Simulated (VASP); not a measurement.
Computed with PBE GGA, VASP's PBE PAW potentials (set 64) (plane waves; VASP 6.6.1).

VASP input:

**KPOINTS**
```
Automatic mesh
0
gamma
 6 6 6
0 0 0
```

### INCAR
```
# general
SYSTEM =CaB6
PREC   =Accurate
ENCUT  =620
LREAL  =.FALSE.
LASPH  =.TRUE.

# electronic loop
EDIFF  =1E-6
NELM   =100
ALGO   =Normal

# smearing
ISMEAR =0
SIGMA  =0.05

# functional
GGA    =PE

# ions
IBRION =2
NSW    =40
ISIF   =3
EDIFFG =-0.02
PSTRESS=50

# output
LWAVE  =.FALSE.
LCHARG =.FALSE.
```

**POSCAR**
```
CaB6
1
    4.1045914478     0.0000000000     0.0000000000
    0.0000000000     4.1045914478     0.0000000000
   -0.0000000000    -0.0000000000     4.1045914478
Ca B
1 6
Direct
  0.0000000000   0.0000000000   0.0000000000
  0.7989458579   0.5000000000   0.5000000000
  0.5000000000   0.2010541421   0.5000000000
  0.5000000000   0.7989458579   0.5000000000
  0.2010541421   0.5000000000   0.5000000000
  0.5000000000   0.5000000000   0.7989458579
  0.5000000000   0.5000000000   0.2010541421
```

POTCAR, in this order: Ca_sv B (PBE.64 set). Program: vasp_std.

Output

File OSZICAR:
```
       N       E                     dE             d eps       ncg     rms          rms(c)
DAV:   1     0.177845108659E+03    0.17785E+03   -0.15278E+04   720   0.169E+03
DAV:   2    -0.420428329392E+02   -0.21989E+03   -0.21547E+03   956   0.358E+02
DAV:   3    -0.501728912438E+02   -0.81301E+01   -0.79998E+01  1110   0.666E+01
DAV:   4    -0.503871094159E+02   -0.21422E+00   -0.21406E+00  1134   0.804E+00
DAV:   5    -0.503895065993E+02   -0.23972E-02   -0.23957E-02  1032   0.851E-01    0.104E+01
DAV:   6    -0.458209016755E+02    0.45686E+01   -0.76880E+00   938   0.154E+01    0.535E+00
DAV:   7    -0.449919076907E+02    0.82899E+00   -0.52078E+00   956   0.110E+01    0.154E+00
DAV:   8    -0.450072027064E+02   -0.15295E-01   -0.80495E-01  1040   0.562E+00    0.742E-01
DAV:   9    -0.449859818710E+02    0.21221E-01   -0.96251E-02   976   0.172E+00    0.168E-01
DAV:  10    -0.449868546564E+02   -0.87279E-03   -0.17570E-02  1166   0.677E-01    0.122E-01
DAV:  11    -0.449867486045E+02    0.10605E-03   -0.15397E-03  1000   0.267E-01    0.500E-02
DAV:  12    -0.449867332229E+02    0.15382E-04   -0.20707E-04   974   0.953E-02    0.176E-02
DAV:  13    -0.449867359567E+02   -0.27339E-05   -0.57636E-05  1000   0.479E-02    0.617E-03
DAV:  14    -0.449867356267E+02    0.33003E-06   -0.36821E-06   844   0.136E-02
   1 F= -.42828647E+02 E0= -.42828504E+02  d E =-.428286E+02
```

### OUTCAR
```
------------------------ aborting loop because EDIFF is reached ----------------------------------------
  FORCE on cell =-STRESS in cart. coord.  units (eV):
  Direction    XX          YY          ZZ          XY          YZ          ZX
  --------------------------------------------------------------------------------------
  Total        2.1611366      2.1611366      2.1611366      0.0000000     -0.0000000      0.0000000
  in kB       50.0706218     50.0706218     50.0706218      0.0000000     -0.0000000      0.0000000
  external PRESSURE =       0.0706218 kB  Pullay stress =      50.0000000 kB
  volume of cell :       69.15
      direct lattice vectors                 reciprocal lattice vectors
     4.104591448  0.000000000  0.000000000     0.243629607  0.000000000  0.000000000
     0.000000000  4.104591448  0.000000000     0.000000000  0.243629607  0.000000000
     0.000000000  0.000000000  4.104591448     0.000000000  0.000000000  0.243629607
 POSITION                                       TOTAL-FORCE (eV/Angst)
 -----------------------------------------------------------------------------------
      0.00000      0.00000      0.00000         0.000000     -0.000000      0.000000
      3.27935      2.05230      2.05230        -0.000788     -0.000000      0.000000
      2.05230      0.82525      2.05230         0.000000      0.000788     -0.000000
      2.05230      3.27935      2.05230         0.000000     -0.000788      0.000000
      0.82525      2.05230      2.05230         0.000788     -0.000000     -0.000000
      2.05230      2.05230      3.27935        -0.000000     -0.000000     -0.000788
      2.05230      2.05230      0.82525         0.000000      0.000000      0.000788
 -----------------------------------------------------------------------------------
    total drift:                               -0.000000      0.000000      0.000000
  FREE ENERGIE OF THE ION-ELECTRON SYSTEM (eV)
  ---------------------------------------------------
  free  energy   TOTEN  =       -44.9867356267 eV

  energy  without entropy=      -44.9864484816  energy(sigma->0) =      -44.98659205
  enthalpy is  TOTEN    =       -42.8286472299 eV   P V=        2.1580883968

 reached required accuracy - stopping structural energy minimisation
```
(Selected blocks of OUTCAR.)

The compound is CaB6 in the cab6 structure. It was relaxed first under an external pressure of 5 GPa.
